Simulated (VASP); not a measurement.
# Initial- and final-state core-level shifts of Mg3W7

Which atoms of Mg3W7 bind their core electrons more tightly, and does the hole change the order?

Program: VASP 6.6.1. Level of theory: PBE; plane waves and PAW (Mg, W), in the first sound run; inputs show where later runs differ. Results are calculated unless marked as measured.

This is a report of a sequence of runs, with most program output left out.

### Step 1. The starting structure

The cell holds 20 atoms: 6 Mg and 14 W. Its edges and angles: a = 6.340 Å, b = 6.340 Å, c = 20.340 Å, α = 90.0°, β = 90.0°, γ = 90.0°. It derives from W. Mg replaces host atoms (three quarters in the top layer, both faces). Regions: layer 1, 4 atoms (1 W and 3 Mg); layer 2, 4 atoms (4 W); layer 3, 4 atoms (4 W); other layers, 8 atoms (5 W and 3 Mg). Vacuum lies along c.

### Step 2. Relaxation

The free atoms are relaxed first inside the given cell, which is kept (ISIF = 0), since core levels depend on the positions.

INCAR reads:

```
SYSTEM = Mg3W7
PREC = Normal
ENCUT = 330
EDIFF = 1E-05
NELM = 100
ISMEAR = 0
SIGMA = 0.1
LREAL = Auto
ALGO = Fast
GGA = PE
NBANDS = 68
LASPH = .TRUE.
LWAVE = .FALSE.
LCHARG = .FALSE.
NCORE = 8
IBRION = 2
NSW = 50
ISIF = 0
EDIFFG = -0.05
```

POSCAR reads:

```
Mg3W7
1.0
    6.3400000000      0.0000000000      0.0000000000
    0.0000000000      6.3400000000      0.0000000000
    0.0000000000      0.0000000000     20.3400000000
Mg W
6 14
Selective dynamics
Direct
    0.0000000000      0.0000000000      0.6558505410  T T T
    0.5000000000      0.0000000000      0.6558505410  T T T
    0.0000000000      0.5000000000      0.6558505410  T T T
    0.0000000000      0.0000000000      0.3441494590  T T T
    0.5000000000      0.0000000000      0.3441494590  T T T
    0.0000000000      0.5000000000      0.3441494590  T T T
    0.5000000000      0.5000000000      0.6558505410  T T T
    0.2500000000      0.2500000000      0.5779252700  T T T
    0.7500000000      0.2500000000      0.5779252700  T T T
    0.2500000000      0.7500000000      0.5779252700  T T T
    0.7500000000      0.7500000000      0.5779252700  T T T
    0.0000000000      0.0000000000      0.5000000000  F F F
    0.5000000000      0.0000000000      0.5000000000  F F F
    0.0000000000      0.5000000000      0.5000000000  F F F
    0.5000000000      0.5000000000      0.5000000000  F F F
    0.2500000000      0.2500000000      0.4220747300  T T T
    0.7500000000      0.2500000000      0.4220747300  T T T
    0.2500000000      0.7500000000      0.4220747300  T T T
    0.7500000000      0.7500000000      0.4220747300  T T T
    0.5000000000      0.5000000000      0.3441494590  T T T
```

KPOINTS reads:

```
Automatic mesh
0
Gamma
3 3 1
0 0 0
```

PAW data sets: Mg and W (PBE family, release 64).

The run is started by

```bash
mpirun -np 8 vasp_std
```

Wall time 87 s (8 MPI ranks of AMD EPYC 7R13 (Zen 3), shared host); peak memory 0.89 GiB; 9.1 min of CPU time.

The data set W keeps the semicore shell frozen, which is cheaper and a little less accurate. The run keeps the 16 symmetry operations of its start, so it cannot find a distortion of lower symmetry.

Relaxation path:

```tsv
step	energy less that of the first step (eV)	largest force (eV/Å)
1	0.0000	3.5562
2	-1.3989	1.0895
3	-1.4858	0.6413
4	-1.6619	0.3629
5	-1.7029	0.3184
6	-1.7441	0.2465
7	-1.7477	0.3375
8	-1.7702	0.1154
9	-1.7751	0.0353
```

The atoms that moved most (Å):

```tsv
atom	dx	dy	dz	length
W20	0.000	0.000	0.255	0.255
W7	0.000	0.000	-0.255	0.255
Mg2	0.000	0.000	0.212	0.212
Mg3	0.000	0.000	0.212	0.212
Mg5	0.000	0.000	-0.212	0.212
Mg6	0.000	0.000	-0.212	0.212
Mg1	0.000	0.000	0.161	0.161
Mg4	0.000	0.000	-0.161	0.161
```

Final coordinates:

```xyz
20
Lattice="6.3400 0.0000 0.0000 0.0000 6.3400 0.0000 0.0000 0.0000 20.3400" Properties=species:S:1:pos:R:3
Mg    0.0000    0.0000   13.5012
Mg    3.1700    0.0000   13.5515
Mg    0.0000    3.1700   13.5515
Mg    0.0000    0.0000    6.8388
Mg    3.1700    0.0000    6.7885
Mg    0.0000    3.1700    6.7885
W     3.1700    3.1700   13.0847
W     1.5938    1.5938   11.7282
W     4.7462    1.5938   11.7282
W     1.5938    4.7462   11.7282
W     4.7462    4.7462   11.7282
W     0.0000    0.0000   10.1700
W     3.1700    0.0000   10.1700
W     0.0000    3.1700   10.1700
W     3.1700    3.1700   10.1700
W     1.5938    1.5938    8.6118
W     4.7462    1.5938    8.6118
W     1.5938    4.7462    8.6118
W     4.7462    4.7462    8.6118
W     3.1700    3.1700    7.2553
```

Numbers from this step:

```
free energy (TOTEN)     : -180.1562 eV
energy at zero smearing : -180.1327 eV
Fermi energy            : 0.6991 eV
```

The forces on the free atoms are under 0.05 eV/Å.

### Step 3. Initial state

The cell without a hole gives, with ICORELEVEL = 1, the Kohn-Sham core levels of the initial state.

INCAR reads:

```
SYSTEM = Mg3W7
PREC = Normal
ENCUT = 330
EDIFF = 1E-05
NELM = 120
ISMEAR = 0
SIGMA = 0.1
LREAL = Auto
ALGO = Fast
GGA = PE
NBANDS = 68
LASPH = .TRUE.
LORBIT = 11
LWAVE = .FALSE.
LCHARG = .FALSE.
NCORE = 8
ICORELEVEL = 1
ISIF = 0
LVHAR = .TRUE.
```

POSCAR reads:

```
Mg3W7
1.0
    6.3400000000      0.0000000000      0.0000000000
    0.0000000000      6.3400000000      0.0000000000
    0.0000000000      0.0000000000     20.3400000000
Mg W
6 14
Direct
    0.0000000000      0.0000000000      0.6637743915
    0.5000000000      0.0000000000      0.6662510942
    0.0000000000      0.5000000000      0.6662510942
    0.0000000000      0.0000000000      0.3362256085
    0.5000000000      0.0000000000      0.3337489058
    0.0000000000      0.5000000000      0.3337489058
    0.5000000000      0.5000000000      0.6432997248
    0.2513891473      0.2513891473      0.5766072295
    0.7486108527      0.2513891473      0.5766072295
    0.2513891473      0.7486108527      0.5766072295
    0.7486108527      0.7486108527      0.5766072295
    0.0000000000      0.0000000000      0.5000000000
    0.5000000000      0.0000000000      0.5000000000
    0.0000000000      0.5000000000      0.5000000000
    0.5000000000      0.5000000000      0.5000000000
    0.2513891473      0.2513891473      0.4233927705
    0.7486108527      0.2513891473      0.4233927705
    0.2513891473      0.7486108527      0.4233927705
    0.7486108527      0.7486108527      0.4233927705
    0.5000000000      0.5000000000      0.3567002752
```

KPOINTS is that of step 2.

The run is started by

```bash
mpirun -np 8 vasp_std
```

Run time: 26 s. Hardware: 8 MPI ranks; peak memory 0.86 GiB; 2.6 min of CPU time.

These are scalar-relativistic Kohn-Sham levels of the ground state, with no core hole, so they are not binding energies.

Numbers from this step:

```
Fermi energy : 0.7001 eV
```

The two shallowest core shells; atoms whose shallowest level rounds to another's at 0.01 eV are left out. Core levels, by row:

```tsv
atom	shell	level below the Fermi level (eV)
Mg1	2s	75.51
Mg1	2p	42.26
Mg2	2s	75.47
Mg2	2p	42.22
W7	5p	38.11
W7	4f	28.24
W8	5p	38.07
W8	4f	28.29
W12	5p	38.16
W12	4f	28.37
W13	5p	38.02
W13	4f	28.18
W15	5p	38.16
W15	4f	28.28
```

### Step 4. Core hole, atom W7, shell 4f

This step: final-state core hole with the electron kept at the Fermi level, PBE; plane waves and PAW (W, Mg, W) (VASP 6.6.1).

System of this step: Mg3W7. The cell holds 20 atoms: 14 W and 6 Mg. Its edges and angles: a = 6.340 Å, b = 6.340 Å, c = 20.340 Å, α = 90.0°, β = 90.0°, γ = 90.0°. It derives from W. Mg replaces host atoms (three quarters in the top layer, both faces). Vacuum lies along c.

A core electron of W7 (4f) is moved to the Fermi level; this atom comes first in POSCAR as a species of its own.

INCAR: that of step 3 with these lines changed.

```diff
@@ -12,3 +12,2 @@
 LASPH = .TRUE.
-LORBIT = 11
 LWAVE = .FALSE.
@@ -16,4 +15,7 @@
 NCORE = 8
-ICORELEVEL = 1
+ICORELEVEL = 2
+CLNT = 1
+CLN = 4
+CLL = 3
+CLZ = 1
 ISIF = 0
-LVHAR = .TRUE.
```

POSCAR: that of step 3 with these lines changed.

```diff
@@ -5,5 +5,6 @@
     0.0000000000      0.0000000000     20.3400000000
-Mg W
-6 14
+W Mg W
+1 6 13
 Direct
+    0.5000000000      0.5000000000      0.6432997248
     0.0000000000      0.0000000000      0.6637743915
@@ -14,3 +15,2 @@
     0.0000000000      0.5000000000      0.3337489058
-    0.5000000000      0.5000000000      0.6432997248
     0.2513891473      0.2513891473      0.5766072295
```

KPOINTS is that of step 3.

Potentials, in the order of the species: W, Mg and W (PBE family, release 64).

The run is started by

```bash
mpirun -np 8 vasp_std
```

Elapsed: 27 s, on 8 MPI ranks; peak memory 0.86 GiB; 2.8 min of CPU time.

This run has no spin polarisation. The data set W keeps the semicore shell frozen, which is cheaper and a little less accurate.

This step gave:

```yaml
free_energy_toten: -210.3379 eV
energy_at_zero_smearing: -210.3011 eV
fermi_energy: 0.7046 eV
```

This is the reference for holes on W.

### Step 5. Core hole, one more run

This run repeats the step with a slip in the input.

INCAR: that of step 4 with these lines changed.

```diff
@@ -4,3 +4,3 @@
 EDIFF = 1E-05
-NELM = 120
+NELM = 60
 ISMEAR = 0
@@ -16,3 +16,3 @@
 ICORELEVEL = 2
-CLNT = 1
+CLNT = 2
 CLN = 4
```

POSCAR is that of step 4.

KPOINTS is that of step 4.

The run is started by

```bash
mpirun -np 8 vasp_std
```

Run time: 22 s. Hardware: 8 MPI ranks; peak memory 0.86 GiB.

The run ended without an error. It holds 102 electrons, against 97 in the first hole run. The slip: CLNT naming another species than the marked atom; the marked atom keeps its electron, and any hole goes to all atoms of the species named. It isn't used below.

### Step 6. Core hole, atom W8, shell 4f

The same hole on the next atom.

INCAR: that of step 5 with these lines changed.

```diff
@@ -4,3 +4,3 @@
 EDIFF = 1E-05
-NELM = 60
+NELM = 120
 ISMEAR = 0
@@ -16,3 +16,3 @@
 ICORELEVEL = 2
-CLNT = 2
+CLNT = 1
 CLN = 4
```

POSCAR: that of step 5 with these lines changed.

```diff
@@ -8,3 +8,3 @@
 Direct
-    0.5000000000      0.5000000000      0.6432997248
+    0.2513891473      0.2513891473      0.5766072295
     0.0000000000      0.0000000000      0.6637743915
@@ -15,3 +15,3 @@
     0.0000000000      0.5000000000      0.3337489058
-    0.2513891473      0.2513891473      0.5766072295
+    0.5000000000      0.5000000000      0.6432997248
     0.7486108527      0.2513891473      0.5766072295
```

KPOINTS is that of step 5.

The run is started by

```bash
mpirun -np 8 vasp_std
```

Wall time 29 s (8 MPI ranks); peak memory 0.87 GiB.

Against the hole on W7 the energy differs by +0.00 eV.

### Step 7. Core hole, atom Mg3, shell 2p

This step: final-state core hole with the electron kept at the Fermi level, PBE; plane waves and PAW (Mg, Mg, W) (VASP 6.6.1).

System of this step: Mg3W7. The cell holds 20 atoms: 6 Mg and 14 W. Cell: a = 6.340 Å, b = 6.340 Å, c = 20.340 Å, α = 90.0°, β = 90.0°, γ = 90.0°. It derives from W. Mg replaces host atoms (three quarters in the top layer, both faces). Vacuum lies along c.

A core electron of Mg3 (2p) is moved to the Fermi level; this atom comes first in POSCAR as a species of its own.

INCAR: that of step 6 with these lines changed.

```diff
@@ -17,4 +17,4 @@
 CLNT = 1
-CLN = 4
-CLL = 3
+CLN = 2
+CLL = 1
 CLZ = 1
```

POSCAR: that of step 6 with these lines changed.

```diff
@@ -5,9 +5,8 @@
     0.0000000000      0.0000000000     20.3400000000
-W Mg W
-1 6 13
+Mg Mg W
+1 5 14
 Direct
-    0.2513891473      0.2513891473      0.5766072295
+    0.0000000000      0.5000000000      0.6662510942
     0.0000000000      0.0000000000      0.6637743915
     0.5000000000      0.0000000000      0.6662510942
-    0.0000000000      0.5000000000      0.6662510942
     0.0000000000      0.0000000000      0.3362256085
@@ -16,2 +15,3 @@
     0.5000000000      0.5000000000      0.6432997248
+    0.2513891473      0.2513891473      0.5766072295
     0.7486108527      0.2513891473      0.5766072295
```

KPOINTS is that of step 6.

Potentials, in the order of the species: Mg, Mg and W (PBE family, release 64).

The run is started by

```bash
mpirun -np 8 vasp_std
```

The job ended after 30 s (8 MPI ranks; peak memory 0.87 GiB; 3 min of CPU time).

This is the reference for holes on Mg.

### Step 8. Core hole, atom Mg2, shell 2p

INCAR is that of step 7.

POSCAR: that of step 7 with these lines changed.

```diff
@@ -8,5 +8,5 @@
 Direct
+    0.5000000000      0.0000000000      0.6662510942
+    0.0000000000      0.0000000000      0.6637743915
     0.0000000000      0.5000000000      0.6662510942
-    0.0000000000      0.0000000000      0.6637743915
-    0.5000000000      0.0000000000      0.6662510942
     0.0000000000      0.0000000000      0.3362256085
```

KPOINTS is that of step 7.

The run is started by

```bash
mpirun -np 8 vasp_std
```

Elapsed: 31 s, on 8 MPI ranks; peak memory 0.89 GiB; 3.2 min of CPU time.

Against the hole on Mg3 the energy differs by +0.00 eV.

### Step 9. Summary

This step: core-level shifts, PBE; plane waves and PAW (VASP 6.6.1).

This step runs nothing: it gathers the runs above.

A positive shift is a higher binding energy. Cost is wall time times ranks on a shared host. Core-level shifts:

```tsv
atom	region	shell	Kohn-Sham level below the Fermi level (eV)	initial-state shift (eV)	final-state shift (eV)	shifts are from	cost (core minutes)
W7	layer 1	4f	28.24	0	0	W7	3.6
W8	layer 2	4f	28.29	0.0462	0.00315	W7	3.87
Mg3	layer 1	2p	42.22	0	0	Mg3	4
Mg2	layer 1	2p	42.22	0	3.45e-6	Mg3	4.13
```

### Step 10. What came out

| Quantity | Value |
| --- | --- |
| W8 4f (layer 2), from W7 | initial state +0.05 eV, final state +0.00 eV |

**Reading.** Against W7, W8 is shifted by +0.05 eV in the initial state and by +0.00 eV with the hole (energies extrapolated to zero smearing). Mg2 has the level of the reference atom in both states, as equivalent sites do. Only these atoms were given a hole, so other sites aren't ranked. The difference of the two pictures holds the screening of the hole, but also the cell's limits: holes repeat 6.3 Å apart, and the electron from the core stays in the cell, where it moves the Fermi energy by -0.00 to +0.02 eV; that is about as much as the final-state shift of W8, or more, so there size and sign aren't settled. Cell size, mesh and smearing weren't varied between the hole runs, and no dipole correction was applied to the slab. The other core electrons are frozen, spin-orbit splitting and multiplets are absent, and only shifts between atoms of one element are meaningful. Not tabulated here, as repeats of values shown or as unfit to read for their mesh, reference level or band range: core levels (core hole, core hole with a fault).

[Lines on the potential files, build, host, timing and source positions are cut from VASP's logs without a mark.]

[Logs are printed without paths, hosts, clocks, repeated set-up lines and the standing remarks that a program may print on its own settings, such as how far it seeks lower states.]

[Hosts, paths, dates, database ids (printed as entryN), source tags and the programs' standing remarks are cut or masked in the printed files.]
